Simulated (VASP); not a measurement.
OSZICAR of a VASP run on BaGaGeH (space group P3m1):

**OSZICAR**
```
       N       E                     dE             d eps       ncg     rms          rms(c)
DAV:   1     0.284781399760E+03    0.28478E+03   -0.16624E+04   845   0.270E+03
DAV:   2     0.234054794085E+02   -0.26138E+03   -0.25707E+03   833   0.571E+02
DAV:   3    -0.142372012572E+02   -0.37643E+02   -0.37306E+02   929   0.161E+02
DAV:   4    -0.163209499999E+02   -0.20837E+01   -0.20825E+01  1354   0.360E+01
DAV:   5    -0.163444122510E+02   -0.23462E-01   -0.23461E-01   952   0.335E+00    0.592E+00
DAV:   6    -0.159144573289E+02    0.42995E+00   -0.64752E-01  1159   0.118E+01    0.324E+00
DAV:   7    -0.158190931053E+02    0.95364E-01   -0.60941E-01  1037   0.479E+00    0.734E-01
DAV:   8    -0.158198009871E+02   -0.70788E-03   -0.68247E-02   939   0.226E+00    0.374E-01
DAV:   9    -0.158196555475E+02    0.14544E-03   -0.50067E-03  1115   0.527E-01    0.725E-02
DAV:  10    -0.158197185572E+02   -0.63010E-04   -0.43817E-04   986   0.167E-01    0.195E-02
DAV:  11    -0.158197202077E+02   -0.16505E-05   -0.50937E-05  1085   0.533E-02    0.907E-03
DAV:  12    -0.158197217823E+02   -0.15746E-05   -0.71360E-06   857   0.212E-02    0.192E-03
DAV:  13    -0.158197219061E+02   -0.12378E-06   -0.92083E-07   702   0.873E-03
   1 F= -.15819722E+02 E0= -.15819722E+02  d E =-.158197E+02
       N       E                     dE             d eps       ncg     rms          rms(c)
DAV:   1    -0.158220932402E+02   -0.23715E-02   -0.97127E-02  1093   0.305E+00    0.261E-01
DAV:   2    -0.158207417138E+02    0.13515E-02   -0.50767E-03   978   0.971E-01    0.135E-01
DAV:   3    -0.158202180854E+02    0.52363E-03   -0.11437E-03  1239   0.392E-01    0.298E-02
DAV:   4    -0.158201966255E+02    0.21460E-04   -0.13310E-04   981   0.130E-01    0.141E-02
DAV:   5    -0.158201928008E+02    0.38248E-05   -0.94944E-06  1123   0.322E-02    0.515E-03
DAV:   6    -0.158201919415E+02    0.85933E-06   -0.19906E-06   652   0.159E-02
   2 F= -.15820192E+02 E0= -.15820192E+02  d E =-.470035E-03
       N       E                     dE             d eps       ncg     rms          rms(c)
DAV:   1    -0.158220863401E+02   -0.18935E-02   -0.91564E-02  1086   0.295E+00    0.254E-01
DAV:   2    -0.158208150953E+02    0.12712E-02   -0.47798E-03   971   0.943E-01    0.131E-01
DAV:   3    -0.158203225740E+02    0.49252E-03   -0.10762E-03  1246   0.380E-01    0.290E-02
DAV:   4    -0.158203022710E+02    0.20303E-04   -0.12421E-04   982   0.126E-01    0.137E-02
DAV:   5    -0.158202986424E+02    0.36286E-05   -0.89252E-06  1120   0.311E-02    0.501E-03
DAV:   6    -0.158202978097E+02    0.83263E-06   -0.18856E-06   616   0.157E-02
   3 F= -.15820298E+02 E0= -.15820298E+02  d E =-.575904E-03
       N       E                     dE             d eps       ncg     rms          rms(c)
DAV:   1    -0.158203292317E+02   -0.30589E-04   -0.13273E-03  1100   0.355E-01    0.307E-02
DAV:   2    -0.158203100842E+02    0.19147E-04   -0.69889E-05   971   0.115E-01    0.159E-02
DAV:   3    -0.158203029071E+02    0.71771E-05   -0.15739E-05  1246   0.462E-02    0.348E-03
DAV:   4    -0.158203028834E+02    0.23684E-07   -0.16657E-06   561   0.154E-02
   4 F= -.15820303E+02 E0= -.15820303E+02  d E =-.580977E-03
       N       E                     dE             d eps       ncg     rms          rms(c)
DAV:   1    -0.158205043619E+02   -0.20145E-03   -0.42127E-02   901   0.144E+00    0.651E-02
DAV:   2    -0.158204996562E+02    0.47057E-05   -0.95521E-04   958   0.335E-01    0.358E-02
DAV:   3    -0.158204661216E+02    0.33535E-04   -0.85787E-05  1229   0.100E-01    0.868E-03
DAV:   4    -0.158204655414E+02    0.58020E-06   -0.94742E-06   951   0.247E-02
   5 F= -.15820466E+02 E0= -.15820466E+02  d E =-.162658E-03
       N       E                     dE             d eps       ncg     rms          rms(c)
DAV:   1    -0.158205296971E+02   -0.63576E-04   -0.96455E-03   901   0.694E-01    0.315E-02
DAV:   2    -0.158205285571E+02    0.11401E-05   -0.22201E-04   972   0.160E-01    0.173E-02
DAV:   3    -0.158205209633E+02    0.75938E-05   -0.19700E-05  1209   0.479E-02    0.430E-03
DAV:   4    -0.158205209336E+02    0.29663E-07   -0.21054E-06   764   0.119E-02
   6 F= -.15820521E+02 E0= -.15820521E+02  d E =-.218050E-03
```

Q: Which electronic solver shows in the log?

A: It is blocked Davidson (ALGO = Normal, or the opening steps of other solvers). The INCAR had ALGO = Normal.

Q: Can the final energy be trusted as converged?

A: The run converged. It stopped with EDIFF = 1E-6, NELM = 100, NSW = 60 and EDIFFG = -0.02 after 6 ionic steps (PBEsol GGA, plane waves, VASP's PBE PAW potentials (set 64)).

The structure comes from a computed database's BaGaGeH entry (P3m1); how it stands against other phases isn't given here. This run relaxes it. Symmetry was kept, so distortions that lower it aren't found. The start is the result of an earlier pass.
